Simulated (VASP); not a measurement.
# FeC23 (a cell with a defect) in VASP: further runs, part 2 of 2

VASP 6.6.1.

## 4. Relaxation of the atoms, PBEsol+U, collinear spin, zero start (atoms moved at random, drawn with an rms of 0.05 Å)

The input, INCAR:

```
SYSTEM = FeC23
  ALGO = Normal
  EDIFF = 1E-5
  EDIFFG = -0.03
  ENCUT = 450
  GGA = PS
  IBRION = 2
  ISIF = 2
  ISMEAR = 0
  ISPIN = 2
  ISYM = 0
  KPAR = 4
  LASPH = .True.
  LCHARG = .False.
  LDAU = .True.
  LDAUJ = 0 0
  LDAUL = 2 -1
  LDAUPRINT = 1
  LDAUTYPE = 2
  LDAUU = 4 0
  LMAXMIX = 4
  LORBIT = 11
  LREAL = Auto
  LWAVE = .False.
  MAGMOM = 0 0 0 0 0 0 0 0 0 0 0 0 0 0 0 0 0 0 0 0 0 0 0 0
  NELM = 120
  NSW = 60
  NUPDOWN = 0
  PREC = Accurate
  SIGMA = 0.03
```

The input, KPOINTS:

```
k-points
0
Gamma
  3 4 4
  0 0 0
```

The input, POSCAR:

```
FeC23
1.0
    0.0000000000      5.3503200000      5.3503200000
    3.5668800000      0.0000000000      3.5668800000
    3.5668800000      3.5668800000      0.0000000000
Fe C
1 23
Direct
    0.0015940000     -0.0072120000     -0.0095050000
    0.0025250000     -0.0067170000      0.5108820000
    0.0078370000      0.4957910000     -0.0032430000
    0.0006120000      0.5021710000      0.5046670000
    0.3318910000      0.0052250000      0.0037550000
    0.3347420000      0.0089430000      0.4913360000
    0.3330570000      0.5009720000     -0.0107880000
    0.3440070000      0.5023800000      0.4847400000
    0.6556270000      0.0043510000      0.0083080000
    0.6716790000     -0.0043130000      0.5030580000
    0.6607670000      0.5096790000      0.0004540000
    0.6654280000      0.4940170000      0.5009270000
    0.0975260000      0.1060700000      0.1278990000
    0.0878570000      0.1247040000      0.6183220000
    0.0813200000      0.6189570000      0.1263670000
    0.0759830000      0.6315270000      0.6263370000
    0.4096550000      0.1363390000      0.1235610000
    0.4103090000      0.1329750000      0.6224700000
    0.4143720000      0.6314260000      0.1210950000
    0.4223900000      0.6152760000      0.6265110000
    0.7433560000      0.1389270000      0.1168050000
    0.7504580000      0.1314330000      0.6295470000
    0.7415780000      0.6258430000      0.1334850000
    0.7453650000      0.6315470000      0.6263150000
```

Potentials or basis: VASP PAW PBE potentials, release 64 (Fe, C).

Run with:

```console
$ cat potpaw_PBE.64/Fe/POTCAR potpaw_PBE.64/C/POTCAR > POTCAR
$ mpirun -np 4 vasp_std > vasp.out
```

OUTCAR:

```text
SYSTEM = FeC23
   EDIFF = 1E-5
   EDIFFG = -0.03
   ENCUT = 450
   GGA = PS
   IBRION = 2
   ISIF = 2
   ISMEAR = 0
   ISPIN = 2
   ISYM = 0
   LASPH = .True.
   LORBIT = 11
   LREAL = Auto
   NELM = 120
   NSW = 60
   NUPDOWN = 0
   PREC = Accurate

 ion  position               nearest neighbor table
   1  0.002  0.993  0.990-  14 1.53  15 1.54  21 1.60  13 1.63   2 2.41   3 2.47   7 2.49   4 2.51
                             6 2.52   4 2.54  10 2.54   9 2.55   5 2.57   3 2.58  11 2.59
   2  0.003  0.993  0.511-  16 1.49  14 1.51  22 1.56  13 1.58   1 2.41
[... 3727 lines left out ...]
  Direction    XX          YY          ZZ          XY          YZ          ZX
  --------------------------------------------------------------------------------------
  -------------------------------------------------------------------------------------
  Total       17.3096143     16.7768563     16.7713101     -0.8792335      0.7472447     -0.8521839
  in kB      203.7094713    197.4396704    197.3743989    -10.3473241      8.7940044    -10.0289888
  external PRESSURE =     199.5078468 kB  Pullay stress =       0.0000000 kB
[... 39 lines left out ...]
  FREE ENERGIE OF THE ION-ELECTRON SYSTEM (eV)
  ---------------------------------------------------
  free  energy   TOTEN  =      -220.3495217865 eV

  energy  without entropy=     -220.3495217865  energy(sigma->0) =     -220.34952179

 reached required accuracy - stopping structural energy minimisation

 total charge

# of ion       s       p       d       tot
------------------------------------------
    1        0.815   0.790   7.498   9.103
    2        0.835   1.766   0.000   2.600
    3        0.835   1.766   0.000   2.600
    4        0.833   1.754   0.000   2.587
    5        0.836   1.778   0.000   2.613
    6        0.831   1.751   0.000   2.582
[... 16 lines left out ...]
   23        0.828   1.737   0.000   2.565
   24        0.826   1.728   0.000   2.554
--------------------------------------------------
tot         20.030  41.278   7.498  68.806

 magnetization (x)

# of ion       s       p       d       tot
------------------------------------------
    1        0.000   0.000   0.000   0.000
    2       -0.000  -0.000   0.000  -0.000
    3        0.000   0.000   0.000   0.000
    4        0.000  -0.000   0.000  -0.000
    5       -0.000   0.000   0.000   0.000
    6       -0.000  -0.000   0.000  -0.000
[... 16 lines left out ...]
   23        0.000  -0.000   0.000  -0.000
   24        0.000   0.000   0.000   0.000
--------------------------------------------------
tot          0.000   0.000   0.000   0.000
```

OSZICAR:

```text
N       E                     dE             d eps       ncg     rms          rms(c)
DAV:   1     0.626294350943E+03    0.62629E+03   -0.45305E+04  6568   0.146E+03
DAV:   2    -0.131215981098E+03   -0.75751E+03   -0.70216E+03  7002   0.364E+02
DAV:   3    -0.222468770428E+03   -0.91253E+02   -0.88798E+02  7767   0.127E+02
DAV:   4    -0.226288294484E+03   -0.38195E+01   -0.37951E+01  8552   0.273E+01
[... 154 lines left out ...]
DAV:   3    -0.220349513616E+03    0.89782E-05   -0.39914E-05  6800   0.342E-02
  17 F= -.22034951E+03 E0= -.22034951E+03  d E =-.225632E-03  mag=    -0.0000
       N       E                     dE             d eps       ncg     rms          rms(c)
DAV:   1    -0.220349519345E+03    0.32492E-05   -0.12943E-03  6748   0.165E-01    0.929E-03
DAV:   2    -0.220349521786E+03   -0.24415E-05   -0.37073E-05  6688   0.474E-02
  18 F= -.22034952E+03 E0= -.22034952E+03  d E =-.233803E-03  mag=     0.0000
```

CONTCAR:

```text
FeC23
   1.00000000000000
     0.0000000000000000    5.3503200000000000    5.3503200000000000
     3.5668799999999998    0.0000000000000000    3.5668799999999998
     3.5668799999999998    3.5668799999999998    0.0000000000000000
  Fe              C
     1    23
Direct
     0.9976799827112106    0.0018150122317647    0.0006278119634721
     0.0002424015551057    0.0013521445096941    0.4982912493461959
     0.0002584200095290    0.5003539995832463    0.9992499588396199
     0.0003480568729515    0.5004321882857481    0.4988139179314873
     0.3332053582132158    0.0031523198981733    0.0011935760981219
     0.3375356787609389    0.0005430901148272    0.4927581587688158
[... 16 lines left out ...]
     0.7501746713840461    0.6255420467758674    0.1249180004792755
     0.7482371225575795    0.6266980778804413    0.6246544583155873

  0.00000000E+00  0.00000000E+00  0.00000000E+00
  0.00000000E+00  0.00000000E+00  0.00000000E+00
  0.00000000E+00  0.00000000E+00  0.00000000E+00
  0.00000000E+00  0.00000000E+00  0.00000000E+00
  0.00000000E+00  0.00000000E+00  0.00000000E+00
  0.00000000E+00  0.00000000E+00  0.00000000E+00
[... 16 lines left out ...]
  0.00000000E+00  0.00000000E+00  0.00000000E+00
  0.00000000E+00  0.00000000E+00  0.00000000E+00
```

Run time: 56 min. Hardware: 4 MPI ranks of AMD EPYC 7R13 (Zen 3), shared host; peak memory 0.45 GiB.

What came out:

| Quantity | Value |
| --- | --- |
| Free energy | -220.3495 eV |
| Energy gained by relaxing | 131.7 meV/atom |
| Ionic steps | 18 |
| Largest force after relaxing | 0.025 eV/Å |
| Net moment | 0.00 μB per cell |
| Valence electrons inside the program's atomic spheres | Fe 9.10; C 2.60, 2.59, 2.61, 2.58, 2.67, 2.65, 2.56, 2.57, 2.55 |

Forces on the atoms (eV/Å):
```
Fe   0.012 -0.007  0.019
C    0.011  0.005 -0.004
C    0.008  0.002 -0.002
C    0.002 -0.004  0.009
C    0.012  0.000  0.006
C   -0.008 -0.009 -0.001
C   -0.005  0.004  0.001
C   -0.002 -0.004  0.002
C   -0.010  0.006 -0.001
C   -0.005  0.001  0.004
C   -0.002 -0.003 -0.002
C   -0.021  0.008 -0.005
C   -0.003  0.004 -0.002
C   -0.004 -0.009  0.013
C    0.004  0.003  0.006
C   -0.005  0.008  0.002
C   -0.006 -0.007 -0.013
C    0.006  0.006 -0.013
C    0.004 -0.011  0.003
C    0.006  0.002 -0.006
C   -0.007 -0.001  0.001
C    0.009  0.004  0.001
C    0.020  0.003 -0.016
C   -0.012 -0.001 -0.003
```

The path:
| step | energy change (eV) | largest force (eV/Å) | pressure (GPa) |
| --- | --- | --- | --- |
| 1 | 0.0000 | 9.3904 | 27.09 |
| 2 | 5.3889 | 7.8663 | 26.30 |
| 3 | -2.7957 | 2.1688 | 20.41 |
| 4 | -2.7972 | 2.2033 | 21.24 |
| 5 | -2.5371 | 4.7293 | 21.04 |
| 6 | -3.0649 | 0.8131 | 19.99 |
| 7 | -3.1201 | 0.7822 | 20.25 |
| 8 | -3.1352 | 0.4220 | 20.18 |
| 9 | -3.1513 | 0.4027 | 19.95 |
| 10 | -3.1524 | 0.2388 | 19.99 |
| 11 | -3.1575 | 0.2342 | 19.99 |
| 12 | -3.1577 | 0.1814 | 20.03 |
| 13 | -3.1601 | 0.0900 | 20.04 |
| 14 | -3.1601 | 0.0808 | 19.99 |
| 15 | -3.1610 | 0.0477 | 20.00 |
| 16 | -3.1610 | 0.0449 | 20.00 |
| 17 | -3.1613 | 0.0321 | 20.01 |
| 18 | -3.1613 | 0.0251 | 19.95 |

Final structure:
```
Fe C
1.0
     0.00000    5.35032    5.35032
     3.56688    0.00000    3.56688
     3.56688    3.56688    0.00000
Fe C
1 23
Cartesian
  0.0087 5.3401 5.3444
  1.7822 1.7786 0.0061
  5.3489 3.5656 1.7861
  3.5642 1.7811 1.7868
  0.0155 1.7870 1.7940
  1.7595 3.5635 1.8079
  5.3261 5.3678 3.5704
  3.5739 3.5597 3.5668
  3.5608 7.1234 3.5644
  1.8129 5.3354 3.5463
  1.8126 3.5392 5.3430
  3.5662 5.3466 5.3547
  0.9713 0.9741 0.9814
  2.5826 2.6000 0.9843
  2.5817 0.9791 2.6051
  4.4574 2.6737 2.6810
  0.8548 2.6899 2.6970
  2.6971 4.4524 2.6626
  2.6970 2.6556 4.4596
  4.4531 4.4554 4.4629
  1.0085 4.3464 4.3537
  2.6772 6.2366 4.4670
  2.6768 4.4592 6.2449
  4.4634 6.2314 6.2387
```

Eigenvalues of the final occupation matrices:
| site | spin | trace | eigenvalues |
| --- | --- | --- | --- |
| site 1 d | 1 | 3.79 | 0.61 0.65 0.65 0.94 0.94 |
| site 1 d | 2 | 3.79 | 0.61 0.65 0.65 0.94 0.94 |

Caveat: the k mesh is coarse (spacing up to 0.38 Å⁻¹), so the values aren't converged; the cutoff is under 1.25 times the usual one of these potentials, so pressure, stress and relaxed cells hold a basis-set (Pulay) error; the PAW data sets were made with another functional, which shifts forces and pressure a little; the total moment is fixed, so each spin has its own Fermi level; the U is typed as a test and isn't derived for this compound. The state reached can hang on the start; a lower one may exist.

## 5. Single point, PBEsol+U, collinear spin, ferromagnetic start

The input, INCAR:

```
PREC     = Accurate       # precision mode
ENCUT    = 450            # plane-wave cutoff, eV
EDIFF    = 1E-5           # SCF threshold, eV
ISMEAR   = 0              # smearing method
SIGMA    = 0.03           # smearing width, eV
LREAL    = Auto         
LASPH    = True           # aspherical terms in the spheres
NELM     = 120            # most SCF steps
ALGO     = Normal         # electronic algorithm
ISIF     = 2              # what is computed and relaxed
LWAVE    = False          # write WAVECAR
LCHARG   = False          # write CHGCAR
ISPIN    = 2              # spin polarisation
MAGMOM   = 0.01 0 0 0 0 0 0 0 0 0 0 0 0 0 0 0 0 0 0 0 0 0 0 0 # initial moments
LORBIT   = 11             # projections on sites
LMAXMIX  = 4              # l up to which the mixer works
LDAU     = True           # DFT+U
LDAUTYPE = 2            
LDAUL    = 2 -1           # shell
LDAUU    = 4 0            # U, eV
LDAUJ    = 0 0          
LDAUPRINT= 1            
GGA      = PS             # functional
ISYM     = 0            
KPAR     = 4
```

The input, KPOINTS:

```
Automatic mesh
0
Gamma
  3 4 4
```

The input, POSCAR:

```
FeC23                                   
1.0
    0.0000000000      5.3503200000      5.3503200000
    3.5668800000      0.0000000000      3.5668800000
    3.5668800000      3.5668800000      0.0000000000
  Fe              C             
     1    23
Direct
     0.9976799827112106    0.0018150122317647    0.0006278119634721
     0.0002424015551057    0.0013521445096941    0.4982912493461959
     0.0002584200095290    0.5003539995832463    0.9992499588396199
     0.0003480568729515    0.5004321882857481    0.4988139179314873
     0.3332053582132158    0.0031523198981733    0.0011935760981219
     0.3375356787609389    0.0005430901148272    0.4927581587688158
     0.3375527867663108    0.4946544343801902    0.9985602862113313
     0.3320030069632701    0.5019853268424929    0.4999916782955154
     0.6660364380699787    0.0002501013464232    0.9980328402731031
     0.6606033630469329    0.0033232120581943    0.5049242415688047
     0.6606644248979497    0.5069485518228730    0.0012341541197640
     0.6668025078135161    0.5010354087739465    0.4987606456570990
     0.0919720365225041    0.1371808671207949    0.1351425724275252
     0.0936049013369549    0.1355345961084944    0.5885291019936231
     0.0936906833560122    0.5898248198624712    0.1339667923318538
     0.0838527298950512    0.6258592993036052    0.6238070365459951
     0.4235333121688875    0.1208223009564642    0.1188241135893094
     0.4128696724539608    0.1271835908674726    0.6289685680403767
     0.4128951795211047    0.6309389212066765    0.1251842088671813
     0.4172828066652935    0.6252699530248029    0.6231837508890448
     0.7188012310774585    0.1423904953621082    0.1403489019878222
     0.7500882273802174    0.1272202416832256    0.6233389754590769
     0.7501746713840461    0.6255420467758674    0.1249180004792755
     0.7482371225575795    0.6266980778804413    0.6246544583155873
```

Run with:

```console
$ cat potpaw_PBE.64/Fe/POTCAR potpaw_PBE.64/C/POTCAR > POTCAR
$ mpirun -np 4 vasp_std > vasp.out
```

It took 5.2 min on 4 MPI ranks of AMD EPYC 7R13 (Zen 3), shared host; peak memory 0.42 GiB.

It converged, with:

| Item | Value |
| --- | --- |
| Free energy | -220.3495 eV |
| Largest force | 0.026 eV/Å |
| Band gap on the k mesh | 2.08 eV, indirect (least direct gap 2.11 eV) |
| Net moment | 0.00 μB per cell |
| Valence electrons inside the program's atomic spheres | Fe 9.11; C 2.60, 2.59, 2.61, 2.58, 2.67, 2.65, 2.56, 2.57, 2.55 |

Forces on the atoms (eV/Å):
```
Fe   0.012 -0.008  0.019
C    0.011  0.005 -0.007
C    0.007  0.000 -0.003
C    0.004 -0.004  0.008
C    0.009  0.000  0.006
C   -0.008 -0.007 -0.001
C   -0.005  0.004  0.003
C   -0.001 -0.004  0.002
C   -0.012  0.006 -0.001
C   -0.005  0.003  0.004
C   -0.002 -0.004  0.000
C   -0.021  0.008 -0.005
C   -0.004  0.004 -0.003
C   -0.003 -0.008  0.012
C    0.005  0.002  0.007
C   -0.006  0.009  0.002
C   -0.005 -0.007 -0.013
C    0.006  0.005 -0.012
C    0.004 -0.011  0.002
C    0.006  0.002 -0.005
C   -0.009  0.001  0.002
C    0.009  0.004  0.002
C    0.020  0.003 -0.016
C   -0.011 -0.001 -0.004
```

Levels at points of the mesh, in eV from the valence-band top:
Spin up:
| k point | band 48 | band 49 | band 50 | band 51 | band 52 | band 53 |
| --- | --- | --- | --- | --- | --- | --- |
| (0.00, 0.00, 0.00) | -1.02 | -0.97 | -0.90 | 2.71 | 3.93 | 3.96 |
| (0.00, 0.50, 0.00) | -1.53 | -0.25 | -0.03 | 2.08 | 2.90 | 3.90 |
| (0.00, 0.00, 0.50) | -1.53 | -0.25 | -0.03 | 2.09 | 2.90 | 3.90 |
| (0.00, 0.50, 0.50) | -1.64 | -0.32 | 0.00 | 2.12 | 3.19 | 3.82 |
Spin down:
```
           k point  band 47  band 48  band 49  band 50  band 51  band 52  band 53  band 54
(0.00, 0.00, 0.00)    -1.03    -1.02    -0.97    -0.90     2.71     3.93     3.96     4.62
(0.00, 0.50, 0.00)    -1.77    -1.53    -0.25    -0.03     2.08     2.90     3.90     4.66
(0.00, 0.00, 0.50)    -1.77    -1.53    -0.25    -0.03     2.09     2.90     3.90     4.66
(0.00, 0.50, 0.50)    -1.82    -1.64    -0.32     0.00     2.12     3.19     3.82     4.12
```

Eigenvalues of the final occupation matrices:
```csv
site,spin,trace,eigenvalues
site 1 d,1,3.79,0.61 0.65 0.65 0.94 0.94
site 1 d,2,3.79,0.61 0.65 0.65 0.94 0.94
```

Caveat: the cutoff is under 1.25 times the usual one of these potentials, so pressure, stress and relaxed cells hold a basis-set (Pulay) error; the PAW data sets were made with another functional, which shifts forces and pressure a little; the U is typed as a test and isn't derived for this compound. The state reached can hang on the start; a lower one may exist.

## 6. Summary

| task | spin | fixed moment (μB) | cell | k mesh | mesh quality | moment (μB) | largest force (eV/Å) |
| --- | --- | --- | --- | --- | --- | --- | --- |
| single point | collinear, ferromagnetic start | 2 | as given | 3 × 5 × 5 | not flagged | 2.00 | 0.13 |
| single point | collinear, ferromagnetic start | 4 | as given | 3 × 4 × 4 | coarse | 4.00 | 1.46 |
| relaxation of the atoms | collinear, zero start | 0 | atoms relaxed from: atoms moved at random, drawn with an rms of 0.05 Å | 3 × 4 × 4 | coarse | 0.00 | 0.03 |
| single point | collinear, ferromagnetic start | - | as given | 3 × 4 × 4 | not flagged | 0.00 | 0.03 |

Alike in all rows: level PBEsol+U; potentials or basis VASP PAW PBE potentials, release 64 (Fe, C); Fe d U = 4 eV; cutoff (eV) 450; smearing gaussian 0.03 eV.

Caveats: some runs use coarse meshes; the cutoff is under 1.25 times the usual one of these potentials, so pressure, stress and relaxed cells hold a basis-set (Pulay) error; the PAW data sets were made with another functional, which shifts forces and pressure a little; the U is typed as a test and isn't derived for this compound; the total moment is fixed, so each spin has its own Fermi level (some runs).

Absolute energies hang on the potentials; compare differences alone.
